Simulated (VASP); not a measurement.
Here is the system:

```yaml
crystal:
  lattice:
    - [3.98015, 0.00000, 0.00000]
    - [0.00000, 3.98015, 0.00000]
    - [0.00000, 0.00000, 3.98015]
  atoms:
    - { symbol: Al, position: [0.00000, 0.50000, 0.50000] }
    - { symbol: Al, position: [0.50000, 0.00000, 0.50000] }
    - { symbol: Al, position: [0.50000, 0.50000, 0.00000] }
    - { symbol: Zn, position: [0.00000, 0.00000, 0.00000] }
```

Level of theory: PBEsol GGA, VASP's PBE PAW potentials (set 64) (plane waves; VASP 6.6.1). Run with 400 eV cut-off, 9×9×9 Γ-centred mesh, tetrahedra with Blöchl corrections, potentials Al Zn.

**Question.** Estimate the energy per atom (σ→0), band gap (on the k-mesh) with the smallest direct gap where there is one.

**Answer.** 
```yaml
band gap (on the k-mesh): none (metal, semimetal or under 0.01 eV)
energy per atom (σ→0): -3.438 eV/atom
```

The absolute energy has meaning only against runs of the same code, potentials and settings.

The structure comes from a computed database's Al3Zn entry (Pm-3m); how it stands against other phases isn't given here. It was relaxed first. The electron count is odd and the run is not spin-polarised, which forces a metal.
